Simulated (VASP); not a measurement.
VASP runs on ZnF₂ (space group P4_2/mnm) share one base input (PBE GGA, plane waves, VASP's PBE PAW potentials (set 64)) and change the settings named in each case.

**INCAR**
```
ALGO=Normal
EDIFF=1E-6
ENCUT=400
GGA=PE
ISIF=2
ISMEAR=-1
LASPH=.TRUE.
LCHARG=.FALSE.
LMAXMIX=4
LREAL=.FALSE.
LWAVE=.FALSE.
NELM=100
PREC=Accurate
SIGMA=0.02
SYSTEM=ZnF2
```

File POSCAR:
```
ZnF2
1
    4.7692510000     0.0000000000     0.0000000000
    0.0000000000     4.7692510000     0.0000000000
    0.0000000000     0.0000000000     3.1770640000
Zn F
2 4
Direct
  0.5000000000   0.5000000000   0.5000000000
  0.0000000000   0.0000000000   0.0000000000
  0.6968600000   0.6968600000   0.0000000000
  0.3031400000   0.3031400000   0.0000000000
  0.8031400000   0.1968600000   0.5000000000
  0.1968600000   0.8031400000   0.5000000000
```

**KPOINTS**
```
Automatic mesh
0
Gamma
5 5 7
0 0 0
```

POTCAR, in this order: Zn F (PBE.64 set). Program: vasp_std.

```
change                                                                 E(σ→0) (eV/atom)  pressure (GPa)  largest force (eV/Å)
---------------------------------------------------------------------  ----------------  --------------  --------------------
base run                                                                        -3.8838           -8.73                 0.017
GGA = PS                                                                        -4.1236               …                     …
KPOINTS 2×2×3 Γ-centred mesh                                                    -3.8767           -9.12                 0.021
LDAU = .TRUE., LDAUJ = 0 0, LDAUL = 2 -1, LDAUTYPE = 2, LDAUU = 7.0 0           -3.8943          -17.09                 0.089
```

Question: What belongs in the gaps?

Answer: 
- GGA = PS, pressure (GPa): -14.00
- GGA = PS, largest force (eV/Å): 0.069

Energies of different potentials or functionals have different zeros.  At 400 eV the pressure can carry a Pulay error.

Left out are runs that ran out of time, are held back, or changed the cell or the kind of run, fixed moments of cells without a moment, rows past the twelfth, gaps on odd meshes, pressures of charged cells and columns that move by less than the noise.

The structure comes from a computed database's ZnF2 entry; how it stands against other phases isn't given here. The cell was not relaxed at this level, its lattice was scaled by up to 2.5 %.
